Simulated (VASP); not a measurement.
# MnGe23 (a cell with a defect) in VASP: further runs, part 3 of 3

VASP 6.6.1.

### Step 5. Relaxation of the atoms, PBEsol+U, collinear spin, ferromagnetic start

Contents of INCAR:

```
PREC = Accurate ; ENCUT = 350
EDIFF = 1E-5 ; ISMEAR = 0
SIGMA = 0.03 ; LREAL = Auto
LASPH = T ; NELM = 120
ALGO = Normal ; ISIF = 2
LWAVE = F ; LCHARG = F
ISPIN = 2 ; MAGMOM = 3 0 0 0 0 0 0 0 0 0 0 0 0 0 0 0 0 0 0 0 0 0 0 0
LORBIT = 11 ; LMAXMIX = 4
LDAU = T ; LDAUTYPE = 2
LDAUL = 2 -1 ; LDAUU = 3.5 0
LDAUJ = 0 0 ; LDAUPRINT = 1
GGA = PS ; IBRION = 2
NSW = 40 ; EDIFFG = -0.03
KPAR = 2
```

Contents of KPOINTS:

```
Automatic mesh
0
Gamma
  2 2 2
```

Contents of POSCAR:

```
MnGe23
1.0
    0.0000000000      8.4863100000      8.4863100000
    5.6575400000      0.0000000000      5.6575400000
    5.6575400000      5.6575400000      0.0000000000
Mn Ge
1 23
Direct
    0.0000000000      0.0000000000      0.0000000000
    0.0000000000      0.0000000000      0.5000000000
    0.0000000000      0.5000000000      0.0000000000
    0.0000000000      0.5000000000      0.5000000000
    0.3333330000      0.0000000000      0.0000000000
    0.3333330000      0.0000000000      0.5000000000
    0.3333330000      0.5000000000      0.0000000000
    0.3333330000      0.5000000000      0.5000000000
    0.6666670000      0.0000000000      0.0000000000
    0.6666670000      0.0000000000      0.5000000000
    0.6666670000      0.5000000000      0.0000000000
    0.6666670000      0.5000000000      0.5000000000
    0.0833333333      0.1250000000      0.1250000000
    0.0833333333      0.1250000000      0.6250000000
    0.0833333333      0.6250000000      0.1250000000
    0.0833333333      0.6250000000      0.6250000000
    0.4166663333      0.1250000000      0.1250000000
    0.4166663333      0.1250000000      0.6250000000
    0.4166663333      0.6250000000      0.1250000000
    0.4166663333      0.6250000000      0.6250000000
    0.7500003333      0.1250000000      0.1250000000
    0.7500003333      0.1250000000      0.6250000000
    0.7500003333      0.6250000000      0.1250000000
    0.7500003333      0.6250000000      0.6250000000
```

Potentials or basis: VASP PAW PBE potentials, release 64 (Mn_pv, Ge_d).

The run is started by

```bash
$ cat potpaw_PBE.64/Mn_pv/POTCAR potpaw_PBE.64/Ge_d/POTCAR > POTCAR
$ mpirun -np 4 vasp_std > vasp.out
```

OUTCAR:

```text
PREC = Accurate
   ENCUT = 350
   EDIFF = 1E-5
   ISMEAR = 0
   LREAL = Auto
   LASPH = T
   NELM = 120
   ISIF = 2
   ISPIN = 2
   LORBIT = 11
   GGA = PS
   IBRION = 2
   NSW = 40
   EDIFFG = -0.03

 ion  position               nearest neighbor table
   1  0.000  0.000  0.000-  21 2.45  13 2.45  15 2.45  14 2.45
   2  0.000  0.000  0.500-  22 2.45  14 2.45  16 2.45  13 2.45
   3  0.000  0.500  0.000-  23 2.45  15 2.45  16 2.45  13 2.45
   4  0.000  0.500  0.500-  24 2.45  16 2.45  14 2.45  15 2.45
   5  0.333  0.000  0.000-  13 2.45  17 2.45  18 2.45  19 2.45
   6  0.333  0.000  0.500-  14 2.45  18 2.45  17 2.45  20 2.45
[... 16 lines left out ...]
  23  0.750  0.625  0.125-   3 2.45  11 2.45   9 2.45  12 2.45
  24  0.750  0.625  0.625-   4 2.45  12 2.45  11 2.45  10 2.45

  LATTYP: Found a face centered orthorhombic cell.
 ALAT       =     8.0009697977
 B/A-ratio  =     1.7320508076
 C/A-ratio  =     2.4494897428

  Lattice vectors:

 A1 = (   0.0000000000,   8.4863100000,   8.4863100000)
 A2 = (  -5.6575400000,   2.8287700000,   8.4863100000)
 A3 = (   5.6575400000,   0.0000000000,   5.6575400000)

Analysis of symmetry for initial positions (statically):
=====================================================================
 Subroutine PRICEL returns:
 Original cell was already a primitive cell.

[... 565 lines left out ...]
      4     -20.0227      1.00000
      5     -20.0162      1.00000
      6     -20.0074      1.00000
[... 1081 lines left out ...]
    178       6.9278      0.00000
    179       7.0134      0.00000
 Fermi energy:         4.5167887316

 spin component 2

 k-point     1 :       0.0000    0.0000    0.0000
  band No.  band energies     occupation
      1     -41.3979      1.00000
      2     -41.3952      1.00000
      3     -41.3635      1.00000
      4     -20.0213      1.00000
      5     -20.0148      1.00000
      6     -20.0065      1.00000
[... 1081 lines left out ...]
    178       7.0933      0.00000
    179       7.3585      0.00000
 [bands above 179 left out]

------------------------ aborting loop because EDIFF is reached ----------------------------------------

  FORCE on cell =-STRESS in cart. coord.  units (eV):
  Direction    XX          YY          ZZ          XY          YZ          ZX
  --------------------------------------------------------------------------------------
  -------------------------------------------------------------------------------------
  Total        3.3896925      3.1417027      3.1417027      0.3084433     -0.7639706      0.3084442
  in kB        9.9969319      9.2655567      9.2655567      0.9096655     -2.2531135      0.9096684
  external PRESSURE =       9.5093484 kB  Pullay stress =       0.0000000 kB
[... 39 lines left out ...]
  FREE ENERGIE OF THE ION-ELECTRON SYSTEM (eV)
  ---------------------------------------------------
  free  energy   TOTEN  =      -118.2816449224 eV

  energy  without entropy=     -118.2816449092  energy(sigma->0) =     -118.28164492

 reached required accuracy - stopping structural energy minimisation

 total charge

# of ion       s       p       d       tot
------------------------------------------
    1        0.359   6.236   4.912  11.508
    2        1.126   1.255  10.023  12.403
    3        1.126   1.255  10.023  12.403
    4        1.125   1.246  10.021  12.392
    5        1.124   1.281  10.023  12.427
    6        1.119   1.271  10.022  12.412
[... 16 lines left out ...]
   23        1.118   1.268  10.021  12.407
   24        1.116   1.264  10.020  12.400
--------------------------------------------------
tot         26.225  35.383 235.390 296.998

 magnetization (x)

# of ion       s       p       d       tot
------------------------------------------
    1        0.040   0.015   4.032   4.087
    2        0.003  -0.015  -0.002  -0.015
    3        0.003  -0.015  -0.002  -0.015
    4        0.003  -0.013  -0.002  -0.012
    5        0.003  -0.003  -0.001  -0.001
    6        0.003   0.006  -0.001   0.008
[... 16 lines left out ...]
   23        0.000   0.007  -0.000   0.007
   24        0.000   0.008   0.000   0.009
--------------------------------------------------
tot          0.026  -0.404   4.046   3.668
```

CONTCAR:

```text
MnGe23
   1.00000000000000
     0.0000000000000000    8.4863099999999996    8.4863099999999996
     5.6575400000000000    0.0000000000000000    5.6575400000000000
     5.6575400000000000    5.6575400000000000    0.0000000000000000
  Mn              Ge
     1    23
Direct
     0.9962922698758298    0.0018666543132773    0.0018666543132773
     0.0008156337020131    0.0004120108029856    0.4994536277229898
     0.0008156337020131    0.4994536277229898    0.0004120108029856
     0.0008339999101283    0.4990354570296954    0.4990354570296954
     0.3308666465774263    0.0027037469236876    0.0027037469236877
     0.3355651382110676    0.0006552655348541    0.4950902623094668
[... 16 lines left out ...]
     0.7505056672085265    0.6242587150316369    0.1241513210223772
     0.7496194822267581    0.6257910170226710    0.6257910170226710

  0.00000000E+00  0.00000000E+00  0.00000000E+00
  0.00000000E+00  0.00000000E+00  0.00000000E+00
  0.00000000E+00  0.00000000E+00  0.00000000E+00
  0.00000000E+00  0.00000000E+00  0.00000000E+00
  0.00000000E+00  0.00000000E+00  0.00000000E+00
  0.00000000E+00  0.00000000E+00  0.00000000E+00
[... 16 lines left out ...]
  0.00000000E+00  0.00000000E+00  0.00000000E+00
  0.00000000E+00  0.00000000E+00  0.00000000E+00
```

Wall time 40 min (4 MPI ranks of Intel Xeon 6975P-C (Granite Rapids), shared host); peak memory 0.56 GiB.

What came out:

| Item | Value |
| --- | --- |
| Free energy | -118.2816 eV |
| Energy gained by relaxing | 1.5 meV/atom |
| Ionic steps | 18 |
| Largest force after relaxing | 0.019 eV/Å |
| Band gap on the k mesh | none (metal or under the smearing width) |
| Net moment | 3.75 μB per cell |
| Site moments | Mn +4.09; Ge -0.01, -0.00, +0.01, +0.00, -0.12, -0.02, -0.06 μB |
| Valence electrons inside the program's atomic spheres | Mn 11.51; Ge 12.40, 12.39, 12.43, 12.41, 12.42, 12.45 |

Forces in eV/Å, atoms in the order of the input:
```
Mn  -0.002 -0.009 -0.009
Ge  -0.003  0.002  0.002
Ge  -0.003  0.002  0.002
Ge  -0.001  0.001  0.001
Ge   0.003 -0.006 -0.006
Ge   0.004 -0.006 -0.001
Ge   0.004 -0.001 -0.006
Ge  -0.002 -0.004 -0.004
Ge   0.003 -0.002 -0.002
Ge  -0.001  0.012  0.002
Ge  -0.001  0.002  0.012
Ge  -0.007  0.006  0.006
Ge  -0.001 -0.014 -0.014
Ge   0.006 -0.001 -0.004
Ge   0.006 -0.004 -0.001
Ge   0.007 -0.007 -0.007
Ge   0.000 -0.004 -0.004
Ge  -0.002  0.002  0.000
Ge  -0.002  0.000  0.002
Ge  -0.002  0.001  0.001
Ge  -0.001  0.006  0.006
Ge   0.000  0.015  0.000
Ge   0.000  0.000  0.015
Ge  -0.008  0.008  0.008
```

Step by step:
```csv
step,energy change (eV),largest force (eV/Å),pressure (GPa)
1,0.0000,0.2520,0.89
2,-0.0188,0.1439,0.92
3,-0.0226,0.1443,0.99
4,-0.0267,0.0624,0.98
5,-0.0274,0.0729,0.97
6,-0.0277,0.0913,0.99
7,-0.0278,0.0863,0.95
8,-0.0305,0.0526,0.96
9,-0.0313,0.0651,0.96
10,-0.0320,0.0977,0.96
11,-0.0338,0.0520,0.95
12,-0.0340,0.0485,0.95
13,-0.0342,0.0392,0.95
14,-0.0342,0.0461,0.95
15,-0.0343,0.0400,0.95
16,-0.0343,0.0369,0.95
17,-0.0343,0.0375,0.95
18,-0.0350,0.0191,0.95
```

Final structure:
```xyz
24
Lattice="0.0000 8.4863 8.4863 5.6575 0.0000 5.6575 5.6575 5.6575 0.0000" Properties=species:S:1:pos:R:3 pbc="T T T"
Mn    0.0211    8.4654    8.4654
Ge    2.8280    2.8326    0.0093
Ge    2.8280    0.0093    2.8326
Ge    5.6466    2.8304    2.8304
Ge    0.0306    2.8231    2.8231
Ge    2.8047    5.6487    2.8514
Ge    2.8047    2.8514    5.6487
Ge    5.6608    5.6541    5.6541
Ge   11.3037   11.3312   11.3312
Ge    2.8470    8.4633    5.6393
Ge    2.8470    5.6393    8.4633
Ge    5.6511    8.4908    8.4908
Ge    1.4220    1.4205    1.4205
Ge    4.2166    4.2621    1.4383
Ge    4.2166    1.4383    4.2621
Ge    7.0767    4.2409    4.2409
Ge    1.3708    4.2647    4.2647
Ge    4.2642    7.0693    4.2212
Ge    4.2642    4.2212    7.0693
Ge    7.0682    7.0768    7.0768
Ge    1.4564    7.0446    7.0446
Ge    4.2342    9.9008    7.0714
Ge    4.2342    7.0714    9.9008
Ge    7.0809    9.9019    9.9019
```

Levels at points of the mesh, in eV from the Fermi level:
Spin up:
| k point | band 165 | band 166 | band 167 | band 168 | band 169 | band 170 | band 171 | band 172 | band 173 | band 174 |
| --- | --- | --- | --- | --- | --- | --- | --- | --- | --- | --- |
| (0.00, 0.00, 0.00) | -0.87 | -0.64 | -0.22 | -0.20 | 0.34 | 0.53 | 0.62 | 0.68 | 0.73 | 0.94 |
| (0.50, 0.00, 0.00) | -0.83 | -0.75 | -0.57 | -0.21 | -0.20 | 0.49 | 0.62 | 0.93 | 0.94 | 1.07 |
| (0.00, 0.50, 0.00) | -1.41 | -1.14 | -0.86 | -0.57 | -0.54 | 0.25 | 0.54 | 0.93 | 1.21 | 1.47 |
| (0.50, 0.00, 0.50) | -1.38 | -1.28 | -1.24 | -1.11 | -0.74 | -0.38 | 0.43 | 1.65 | 1.66 | 1.77 |
| (0.00, 0.50, 0.50) | -1.43 | -1.19 | -1.15 | -1.03 | -0.51 | -0.12 | 0.58 | 1.29 | 1.38 | 1.60 |
| (0.50, 0.50, 0.50) | -1.33 | -1.17 | -1.09 | -0.86 | -0.77 | -0.17 | 0.38 | 1.61 | 1.72 | 1.96 |
Spin down:
```csv
k point,band 162,band 163,band 164,band 165,band 166,band 167,band 168,band 169,band 170,band 171
"(0.00, 0.00, 0.00)",-0.58,-0.53,0.11,0.11,0.16,0.35,0.58,0.62,0.68,0.78
"(0.50, 0.00, 0.00)",-0.83,-0.34,-0.33,-0.11,-0.11,0.43,0.63,0.74,0.97,1.00
"(0.00, 0.50, 0.00)",-1.13,-0.65,-0.63,-0.28,-0.21,0.91,1.05,1.29,1.34,1.59
"(0.50, 0.00, 0.50)",-1.34,-1.12,-0.81,-0.77,-0.32,1.27,1.46,1.63,1.66,1.73
"(0.00, 0.50, 0.50)",-1.24,-1.23,-0.56,-0.52,-0.23,1.13,1.21,1.40,1.55,1.62
"(0.50, 0.50, 0.50)",-1.10,-0.99,-0.79,-0.61,-0.32,1.26,1.44,1.72,1.79,1.81
```

Eigenvalues of the final occupation matrices:
```
    site  spin  trace               eigenvalues
site 1 d     1   4.49  0.88 0.88 0.90 0.91 0.91
site 1 d     2   0.45  0.02 0.02 0.11 0.15 0.15
```

Caveat: the k mesh is coarse (spacing up to 0.48 Å⁻¹), so the values aren't converged; the cutoff is under 1.25 times the usual one of these potentials, so pressure, stress and relaxed cells hold a basis-set (Pulay) error; the PAW data sets were made with another functional, which shifts forces and pressure a little; the U is typed as a test and isn't derived for this compound. The state reached can hang on the start; a lower one may exist.

### Step 6. The runs side by side

```csv
task,fixed moment (μB),cell,gap on the mesh (eV),moment (μB),largest force (eV/Å)
single point,-,as given,none,3.75,0.25
single point,3,as given,-,3.00,0.22
single point,1,as given,-,1.00,0.29
relaxation of the atoms,-,atoms relaxed,none,3.75,0.02
```

Alike in all rows: level PBEsol+U; potentials or basis VASP PAW PBE potentials, release 64 (Mn_pv, Ge_d); spin collinear, ferromagnetic start; Mn d U = 3.5 eV; k mesh 2 × 2 × 2; cutoff (eV) 350; smearing gaussian 0.03 eV; the mesh is coarse, so values aren't converged.

Caveats: all runs use coarse meshes; the cutoff is under 1.25 times the usual one of these potentials, so pressure, stress and relaxed cells hold a basis-set (Pulay) error; the PAW data sets were made with another functional, which shifts forces and pressure a little; the U is typed as a test and isn't derived for this compound; the total moment is fixed, so each spin has its own Fermi level (some runs).

Absolute energies hang on the potentials; compare differences alone.
